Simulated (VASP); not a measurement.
# KAl (Pm-3m) in VASP: equation of state

Aim: energy against volume of KAl in PBE, for its equilibrium volume and stiffness.

Program: VASP 6.6.1. These are calculated values, not measurements. Logs are shortened: lines on timing, memory, paths and dates and some standing lists are left out, and cuts for length are marked.

### Step 1. The crystal as given

The structure is cubic, space group Pm-3m (No. 221). Conventional cell: a = 4.127 Å, b = 4.127 Å, c = 4.127 Å, α = 90.00°, β = 90.00°, γ = 90.00°. K (site symmetry m-3m) has 8 Al at 3.57 Å as nearest neighbours. Around Al (site symmetry m-3m) lie 8 K at 3.57 Å.

The cell was built by a generator and needn't be a form met in nature.

### Step 2. Equation of state, PBE, 33.03 Å³/atom (volume scaled by 0.94)

The input, INCAR:

```
PREC     = Accurate       # precision mode
ENCUT    = 520            # plane-wave cutoff, eV
EDIFF    = 1E-7           # SCF threshold, eV
ISMEAR   = -1             # smearing method
SIGMA    = 0.05           # smearing width, eV
LREAL    = False          # projectors in reciprocal space
LASPH    = True           # aspherical terms in the spheres
NELM     = 60             # most SCF steps
ALGO     = Normal         # electronic algorithm
ISIF     = 2              # what is computed and relaxed
LWAVE    = False          # write WAVECAR
LCHARG   = False          # write CHGCAR
GGA      = PE             # functional
NBANDS   = 13             # bands
```

The input, KPOINTS:

```
Automatic mesh
0
Gamma
  7 7 7
```

The input, POSCAR:

```
KAl
1.0
    4.0426637079      0.0000000000      0.0000000000
    0.0000000000      4.0426637079      0.0000000000
    0.0000000000      0.0000000000      4.0426637079
K Al
1 1
Direct
    0.5000000000      0.5000000000      0.5000000000
    0.0000000000      0.0000000000      0.0000000000
```

Potentials or basis: VASP PAW PBE potentials, release 64 (K_sv, Al).

The run is started by

```console
cat potpaw_PBE.64/K_sv/POTCAR potpaw_PBE.64/Al/POTCAR > POTCAR
mpirun -np 1 vasp_std > vasp.out
```

OUTCAR:

```text
PREC = Accurate
   ENCUT = 520
   EDIFF = 1E-7
   ISMEAR = -1
   LREAL = False
   LASPH = True
   NELM = 60
   ISIF = 2
   GGA = PE

 Found     20 irreducible k-points:

 Following reciprocal coordinates:
            Coordinates               Weight
  0.000000  0.000000  0.000000      1.000000
  0.142857  0.000000  0.000000      6.000000
  0.285714  0.000000  0.000000      6.000000
  0.428571  0.000000  0.000000      6.000000
  0.142857  0.142857  0.000000     12.000000
  0.285714  0.142857  0.000000     24.000000
   k-points           NKPTS =     20   k-points in BZ     NKDIM =     20   number of bands    NBANDS=     13
   number of dos      NEDOS =    301   number of ions     NIONS =      2
   total plane-waves  NPLWV =  27000
   dimension x,y,z NGX =    30 NGY =   30 NGZ =   30
   dimension x,y,z NGXF=    60 NGYF=   60 NGZF=   60
   ions per type =               1   1
   NGX,Y,Z   is equivalent  to a cutoff of  12.34, 12.34, 12.34 a.u.
   NGXF,Y,Z  is equivalent  to a cutoff of  24.67, 24.67, 24.67 a.u.
 SYSTEM =  unknown system
   PREC   = accura    normal or accurate (medium, high low for compatibility)
   ISTART =      0    job   : 0-new  1-cont  2-samecut
   ICHARG =      2    charge: 1-file 2-atom 10-const
   ISPIN  =      1    spin polarized calculation?
   LNONCOLLINEAR =      F non collinear calculations
   LSORBIT =      F    spin-orbit coupling
   LASPH  =      T    aspherical Exc in radial PAW
   ENCUT  =  520.0 eV  38.22 Ry    6.18 a.u.   7.52  7.52  7.52*2*pi/ulx,y,z
   NELM   =     60;   NELMIN=  2; NELMDL= -5     # of ELM steps
   EDIFF  = 0.1E-06   stopping-criterion for ELM
   LREAL  =      F    real-space projection
   EDIFFG = 0.1E-05   stopping-criterion for IOM
   NSW    =      0    number of steps for IOM
   IBRION =     -1    ionic relax: 0-MD 1-quasi-New 2-CG
   NFREE  =      0    steps in history (QN), initial steepest desc. (CG)
   ISIF   =      2    stress and relaxation
   ISYM   =      2    0-nonsym 1-usesym 2-fastsym
   POTIM  = 0.5000    time-step for ionic-motion
   TEBEG  =    0.0;   TEEND  =   0.0 temperature during run
   PSTRESS=    0.0 pullay stress
   NELECT =      12.0000    total number of electrons
   NUPDOWN=      -1.0000    fix difference up-down
   EMIN   =  10.00;   EMAX   =-10.00  energy-range for DOS
   EFERMI =   0.00;   METHOD = LEGACY
   ISMEAR =    -1;   SIGMA  =   0.05  broadening in eV -4-tet -1-fermi 0-gaus
   EFERMI_NEDOS =   21; number of points for ismear=-14 and -15
   IALGO  =     38    algorithm
   IMIX   =      4    mixing-type and parameters
     AMIX     =   0.40;   BMIX     =  1.00
     AMIX_MAG =   1.60;   BMIX_MAG =  1.00
  volume/ion in A,a.u.               =      33.03       222.93
  Fermi-wavevector in a.u.,A,eV,Ry     =   0.927116  1.751996 11.694819  0.859545
  Thomas-Fermi vector in A             =   2.053152
   LORBIT       =      0    0 simple, 1 ext, 2 COOP (PROOUT), +10 PAW based schemes
   GGA     = PE    functional components
[... 5 lines left out ...]
 non-spin polarized calculation
  energy-cutoff  :      520.00
  volume of cell :       66.07
 maximum number of plane-waves:      1806
 NGX is ok and might be reduce to    30
   NGX = 15   NGY = 15   NGZ = 15

 number of electron      12.0000003 magnetization

 Free energy of the ion-electron system (eV)
  ---------------------------------------------------
  ext. energy  EPLUGINS =         0.00000000
  ---------------------------------------------------
  free energy    TOTEN  =        -3.64500341 eV

  energy without entropy =       -3.63494150  energy(sigma->0) =       -3.63997245

 E-fermi :   1.7202     XC(G=0):  -7.8929

 val. band max:        1.7113950057   @ k =   0.2857   0.2857   0.0000
 cond. band min:       1.8374832919   @ k =   0.4286   0.4286   0.4286
 fundamental gap:      0.1260882862
 Fermi energy:         1.7202369670

 k-point     1 :       0.0000    0.0000    0.0000
  band No.  band energies     occupation
      1     -28.7213      2.00000
      2     -12.1886      2.00000
      3     -12.1886      2.00000
      4     -12.1886      2.00000
      5      -3.9544      2.00000
      6       4.6220      0.00000
      7       4.6220      0.00000
      8       4.6220      0.00000
      9       4.6291      0.00000
     10       4.6291      0.00000
     11       7.8859      0.00000
     12       9.0880      0.00000
     13       9.0880      0.00000

 k-point     2 :       0.1429    0.0000    0.0000
  band No.  band energies     occupation
      1     -28.7192      2.00000
      2     -12.2286      2.00000
      3     -12.1849      2.00000
      4     -12.1849      2.00000
      5      -3.7692      2.00000
      6       2.9732      0.00000
      7       4.5973      0.00000
      8       4.5973      0.00000
      9       4.7985      0.00000
     10       5.8860      0.00000
     11       8.6376      0.00000
     12       9.0786      0.00000
     13       9.0802      0.00000

 k-point     3 :       0.2857    0.0000    0.0000
  band No.  band energies     occupation
      1     -28.7146      2.00000
      2     -12.3162      2.00000
      3     -12.1766      2.00000
      4     -12.1766      2.00000
      5      -3.2637      2.00000
      6       1.3442      1.99892
      7       4.5335      0.00000
      8       4.5335      0.00000
      9       5.2961      0.00000
     10       7.0454      0.00000
     11       8.9733      0.00000
     12       9.1892      0.00000
     13       9.1892      0.00000

 k-point     4 :       0.4286    0.0000    0.0000
  band No.  band energies     occupation
      1     -28.7108      2.00000
      2     -12.3846      2.00000
      3     -12.1699      2.00000
      4     -12.1699      2.00000
      5      -2.6642      2.00000
      6       0.1621      2.00000
      7       4.4751      0.00000
      8       4.4751      0.00000
      9       6.0353      0.00000
     10       7.6419      0.00000
     11       8.3213      0.00000
     12       9.5264      0.00000
     13       9.5265      0.00000

 k-point     5 :       0.1429    0.1429    0.0000
  band No.  band energies     occupation
      1     -28.7172      2.00000
      2     -12.2285      2.00000
      3     -12.2193      2.00000
      4     -12.1813      2.00000
      5      -3.5940      2.00000
      6       3.0561      0.00000
      7       3.1052      0.00000
      8       4.6098      0.00000
      9       5.4558      0.00000
     10       6.6576      0.00000
     11       8.2684      0.00000
     12       8.5973      0.00000
     13       9.7429      0.00000

 k-point     6 :       0.2857    0.1429    0.0000
  band No.  band energies     occupation
      1     -28.7126      2.00000
      2     -12.3099      2.00000
      3     -12.2131      2.00000
      4     -12.1731      2.00000
      5      -3.1178      2.00000
      6       1.4843      1.98231
      7       3.3334      0.00000
      8       4.6251      0.00000
      9       5.8753      0.00000
     10       7.5096      0.00000
     11       8.1289      0.00000
     12       8.3609      0.00000
     13       9.8124      0.00000

 [... further k-points ...]

------------------------ aborting loop because EDIFF is reached ----------------------------------------

  FORCE on cell =-STRESS in cart. coord.  units (eV):
  Direction    XX          YY          ZZ          XY          YZ          ZX
  --------------------------------------------------------------------------------------
  -------------------------------------------------------------------------------------
  Total        0.3941421      0.3941421      0.3941421     -0.0000000      0.0000000     -0.0000000
  in kB        9.5578571      9.5578571      9.5578571     -0.0000000      0.0000000     -0.0000000
  external PRESSURE =       9.5578571 kB  Pullay stress =       0.0000000 kB

 VOLUME and BASIS-vectors are now :
 -----------------------------------------------------------------------------
  energy-cutoff  :      520.00
  volume of cell :       66.07
      direct lattice vectors                 reciprocal lattice vectors
     4.042663708  0.000000000  0.000000000     0.247361659  0.000000000  0.000000000
     0.000000000  4.042663708  0.000000000     0.000000000  0.247361659  0.000000000
     0.000000000  0.000000000  4.042663708     0.000000000  0.000000000  0.247361659

 POSITION                                       TOTAL-FORCE (eV/Angst)
 -----------------------------------------------------------------------------------
      2.02133      2.02133      2.02133         0.000000      0.000000      0.000000
      0.00000      0.00000      0.00000         0.000000      0.000000      0.000000
 -----------------------------------------------------------------------------------
    total drift:                                0.000000      0.000000      0.000000

  FREE ENERGIE OF THE ION-ELECTRON SYSTEM (eV)
  ---------------------------------------------------
  free  energy   TOTEN  =        -3.6450034059 eV

  energy  without entropy=       -3.6349415032  energy(sigma->0) =       -3.63997245
```

It took 19 s on 1 thread of AMD EPYC 7R13 (Zen 3), shared host; peak memory 0.13 GiB.

What came out:

| Item | Value |
| --- | --- |
| Free energy | -3.6450 eV |
| Pressure | 1.0 GPa |
| Band gap on the k mesh | none (metal or under the smearing width) |

(Continued in part 2 of 2.)
